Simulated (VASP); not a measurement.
Runs of VASP 6.6.1 on Al. Symmetry: P6/mmm, No. 191, hexagonal system. Conventional cell: a = 4.330 Å, b = 4.330 Å, c = 2.679 Å, α = 90.00°, β = 90.00°, γ = 120.00°. Al (site symmetry 6/mmm) is surrounded by 14 Al at 2.68 to 2.84 Å. Around Al (site symmetry -6m2) lie 11 Al at 2.50 to 2.84 Å. This isn't the form of Al at room conditions, which is fcc.

```csv
cell,k mesh,gap on the mesh (eV),pressure (GPa)
"P6/mmm, 14.5 Å³/atom",9 × 9 × 13,none,12.4
"P6/mmm, 15.82 Å³/atom",9 × 9 × 13,none,(a)
"P6/mmm, 16.48 Å³/atom",11 × 11 × 15,none,0.0
"P6/mmm, 18.46 Å³/atom",9 × 9 × 13,none,-6.4
```

Alike in all rows: task single point; level LDA; potentials or basis VASP PAW LDA potentials, release 64 (Al); no spin polarisation; cutoff (eV) 520; smearing fermi-dirac 0.1 eV.

**Question.** Fill in the values left out.

**Answer.** (a) 3.3.

A gap of «none» marks a metal or a gap under the smearing width.
